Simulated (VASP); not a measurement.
These are PBE GGA with D3 dispersion (zero damping), VASP's PBE PAW potentials (set 64) (plane waves; VASP) values and carry that method's errors.

Input for VASP

**INCAR**
```
SYSTEM = Pd
PREC = Accurate; ENCUT = 520; LREAL = .False.
LASPH = .True.
EDIFF = 1E-7; NELM = 100; ALGO = Normal
LMAXMIX = 4
ISMEAR = 1; SIGMA = 0.1
GGA = PE; IVDW = 11
ISIF = 2
LWAVE = .False.; LCHARG = .False.
```

KPOINTS:
```
kpoints
0
gamma
 16 16 16
0 0 0
```

File POSCAR:
```
Pd
1
    0.0000000000     1.9623707446     1.9623707446
    1.9623707446     0.0000000000     1.9623707446
    1.9623707446     1.9623707446     0.0000000000
Pd
1
Direct
  0.0000000000   0.0000000000   0.0000000000
```

POTCAR, in this order: Pd (PBE.64 set). Program: vasp_std.

Output of the run:

OUTCAR:
```
 ion  position               nearest neighbor table
   1  0.000  0.000  0.000-
  LATTYP: Found a face centered cubic cell.
 ALAT       =     3.9247414892
 Subroutine PRICEL returns:
 Original cell was already a primitive cell.
 Subroutine GETGRP returns: Found 48 space group operations
The static configuration has the point symmetry O_h .
The dynamic configuration has the point symmetry O_h .
 Subroutine INISYM returns: Found 48 space group operations
 Subroutine IBZKPT returns following result:
 Found    145 irreducible k-points:

 Following reciprocal coordinates:
            Coordinates               Weight
  0.000000  0.000000  0.000000      1.000000
  0.062500  0.000000  0.000000      8.000000
  0.125000  0.000000  0.000000      8.000000
  0.187500  0.000000  0.000000      8.000000
  0.250000  0.000000  0.000000      8.000000
  0.312500  0.000000  0.000000      8.000000
  0.375000  0.000000  0.000000      8.000000
  0.437500  0.000000  0.000000      8.000000
  0.500000  0.000000  0.000000      4.000000
  0.062500  0.062500  0.000000      6.000000
  0.125000  0.062500  0.000000     24.000000
  0.187500  0.062500  0.000000     24.000000
  0.250000  0.062500  0.000000     24.000000
  0.312500  0.062500  0.000000     24.000000
  0.375000  0.062500  0.000000     24.000000
  0.437500  0.062500  0.000000     24.000000
  0.500000  0.062500  0.000000     24.000000
 -0.437500  0.062500  0.000000     24.000000
 -0.375000  0.062500  0.000000     24.000000
 -0.312500  0.062500  0.000000     24.000000
 -0.250000  0.062500  0.000000     24.000000
 -0.187500  0.062500  0.000000     24.000000
 -0.125000  0.062500  0.000000     24.000000
 -0.062500  0.062500  0.000000     12.000000
  0.125000  0.125000  0.000000      6.000000
...
```

File OSZICAR:
```
       N       E                     dE             d eps       ncg     rms          rms(c)
DAV:   1     0.382724515023E+02    0.38272E+02   -0.53313E+03  2626   0.104E+03
DAV:   2    -0.509267158520E+01   -0.43365E+02   -0.42194E+02  2793   0.192E+02
DAV:   3    -0.548260550438E+01   -0.38993E+00   -0.38892E+00  3114   0.210E+01
DAV:   4    -0.548451702976E+01   -0.19115E-02   -0.19114E-02  2972   0.136E+00
DAV:   5    -0.548453865248E+01   -0.21623E-04   -0.21622E-04  3007   0.126E-01    0.723E+00
DAV:   6    -0.522895488460E+01    0.25558E+00   -0.12218E+00  2657   0.103E+01    0.354E+00
DAV:   7    -0.521942845589E+01    0.95264E-02   -0.65829E-03  2892   0.765E-01    0.189E+00
DAV:   8    -0.521588888376E+01    0.35396E-02   -0.10283E-03  2735   0.254E-01    0.465E-02
DAV:   9    -0.521589183794E+01   -0.29542E-05   -0.75873E-06  3255   0.314E-02    0.111E-02
DAV:  10    -0.521589568018E+01   -0.38422E-05   -0.15905E-06  2936   0.139E-02    0.245E-03
DAV:  11    -0.521589549626E+01    0.18392E-06   -0.35234E-08  2219   0.173E-03    0.424E-04
DAV:  12    -0.521589544392E+01    0.52335E-07   -0.32772E-09  1382   0.662E-04
   1 F= -.57861604E+01 E0= -.57860874E+01  d E =-.218801E-03
```

File OUTCAR:
```
------------------------ aborting loop because EDIFF is reached ----------------------------------------
 Edisp (eV)   -0.57026
  FORCE on cell =-STRESS in cart. coord.  units (eV):
  Direction    XX          YY          ZZ          XY          YZ          ZX
  --------------------------------------------------------------------------------------
  Total      -0.51044    -0.51044    -0.51044    -0.00000     0.00000    -0.00000
  in kB     -54.11040   -54.11040   -54.11040    -0.00000     0.00000    -0.00000
  external pressure =      -54.11 kB  Pullay stress =        0.00 kB
  volume of cell :       15.11
      direct lattice vectors                 reciprocal lattice vectors
     0.000000000  1.962370745  1.962370745    -0.254793851  0.254793851  0.254793851
     1.962370745  0.000000000  1.962370745     0.254793851 -0.254793851  0.254793851
     1.962370745  1.962370745  0.000000000     0.254793851  0.254793851 -0.254793851
 POSITION                                       TOTAL-FORCE (eV/Angst)
 -----------------------------------------------------------------------------------
      0.00000      0.00000      0.00000         0.000000      0.000000      0.000000
 -----------------------------------------------------------------------------------
    total drift:                               -0.000000     -0.000000     -0.000000
  FREE ENERGIE OF THE ION-ELECTRON SYSTEM (eV)
  ---------------------------------------------------
  free  energy   TOTEN  =        -5.7861603660 eV

  energy  without entropy=       -5.7859415653  energy(sigma->0) =       -5.78608743
```
(Selected blocks of OUTCAR.)

OUTCAR:
```
 val. band max:        9.3820619639   @ k =   0.5000   0.1250   0.0000

 cond. band min:       9.3927804041   @ k =   0.5000   0.3750   0.0625


 Fermi energy:         9.3880272859

 k-point     1 :       0.0000    0.0000    0.0000
  band No.  band energies     occupation
      1       2.4249      2.00000
      2       6.6547      2.00000
      3       6.6547      2.00000
      4       6.6547      2.00000
      5       8.2025      2.00000
      6       8.2025      2.00000
      7      26.5551      0.00000
      8      31.1934      0.00000
      9      31.1934      0.00000

 k-point     2 :       0.0625    0.0000    0.0000
  band No.  band energies     occupation
      1       2.5639      2.00000
      2       6.6065      2.00000
      3       6.7023      2.00000
      4       6.7023      2.00000
      5       8.1801      2.00000
      6       8.1801      2.00000
      7      26.6947      0.00000
      8      30.2612      0.00000
      9      31.3468      0.00000

 k-point     3 :       0.1250    0.0000    0.0000
  band No.  band energies     occupation
      1       2.9613      2.00000
      2       6.4934      2.00000
      3       6.8208      2.00000
      4       6.8208      2.00000
      5       8.1395      2.00000
      6       8.1395      2.00000
      7      26.9289      0.00000
      8      28.5198      0.00000
      9      31.7725      0.00000

 k-point     4 :       0.1875    0.0000    0.0000
  band No.  band energies     occupation
      1       3.5382      2.00000
      2       6.4226      2.00000
      3       6.9310      2.00000
      4       6.9310      2.00000
      5       8.1647      2.00000
      6       8.1647      2.00000
      7      25.8749      0.00000
      8      27.7531      0.00000
      9      32.3442      0.00000

 k-point     5 :       0.2500    0.0000    0.0000
  band No.  band energies     occupation
      1       4.0881      2.00000
      2       6.6266      2.00000
      3       6.9368      2.00000
...
```

The compound is Pd in the fcc structure. This cell is one point of a volume scan, at 1.03 of the reference volume.
